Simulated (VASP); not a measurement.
Write the native input for VASP 6.6.1 that does the following.

```
Task                   : single point
Functional             : PBE
Dispersion             : D3(BJ)
Potentials or basis    : VASP PAW PBE potentials, release 64 (O, H, C)
Cutoff                 : 520 eV
k mesh                 : 1 × 1 × 1
Occupations            : fermi-dirac, width 0.05 eV
Spin                   : no spin polarisation
Dipole correction      : no
Further INCAR settings : LREAL = Auto; ALGO = Fast; EDIFF = 1e-07; NBANDS = 50
```

The structure of H14CO8 lies in POSCAR:

```
H14CO8
1.0
    6.4416880000      0.0000000000      0.0000000000
    0.0000000000      6.4416880000      0.0000000000
    0.0000000000      0.0000000000      6.4416880000
O H C
8 14 1
Direct
    0.8443594288      0.8679557284      0.2757351800
    0.5318171262      0.5393617325      0.8356194836
    0.2429953143      0.7408772359      0.3251476942
    0.5161535299      0.1380694004      0.1378054945
    1.0080742812      1.0185529010      0.6994905683
   -0.0604499939      0.4139442953      0.6385127625
    0.5595738260     -0.0657281135      0.5436773715
    0.3729302009      0.2203770192      0.5373436279
    0.8184811186      0.9873964712      0.1966099569
    0.8249390532      0.9320227866      0.4248420600
    0.4013233798      0.5214626974      0.7534050081
    0.6529965438      0.6083032894      0.7712885194
    0.1335985226      0.7958317758      0.2114973591
    0.1303695553      0.7015862923      0.4136338177
    0.5276101544      0.2758904188      0.0572055027
    0.4682313083      0.1500072652      0.2876575208
    1.0572073655      0.9264186654      0.7933634786
    1.1083275067      1.1168501175      0.6395528625
   -0.0940126253      0.4252301571      0.4890954048
   -0.1348404331      0.3121386817      0.7114284330
    0.5026788010     -0.1127654739      0.4188032702
    0.5696953966      0.1485169726      0.7822794274
    0.4994498336      0.0945714850      0.6309992039
```

The cell was built by a generator and needn't be a form met in nature.

One way to write it, as run:

INCAR

```
PREC = Accurate ; ENCUT = 520
EDIFF = 1E-7 ; ISMEAR = -1
SIGMA = 0.05 ; LREAL = Auto
LASPH = T ; NELM = 100
ALGO = Fast ; ISIF = 2
LWAVE = F ; LCHARG = T
GGA = PE ; IVDW = 12
LELF = T ; LVHAR = T
NBANDS = 50
```

KPOINTS

```
Automatic mesh
0
Gamma
  1 1 1
```

Potentials or basis: VASP PAW PBE potentials, release 64 (O, H, C).

Run with:

```console
$ cat potpaw_PBE.64/O/POTCAR potpaw_PBE.64/H/POTCAR potpaw_PBE.64/C/POTCAR > POTCAR
$ mpirun -np 1 vasp_gam > vasp.out
```

Results of the run:

```
Pressure                   : 0.4 GPa
Largest force              : 6.851 eV/Å
Band gap on the k mesh     : 4.30 eV, direct
Dispersion energy per atom : -0.034 eV
```

Caveat: the standard files for N, O and F lose accuracy on very short bonds.

Run time: 18 s on 1 thread of Intel(R) Xeon(R) 6975P-C (Granite Rapids), on a shared host, peak memory 0.32 GiB.
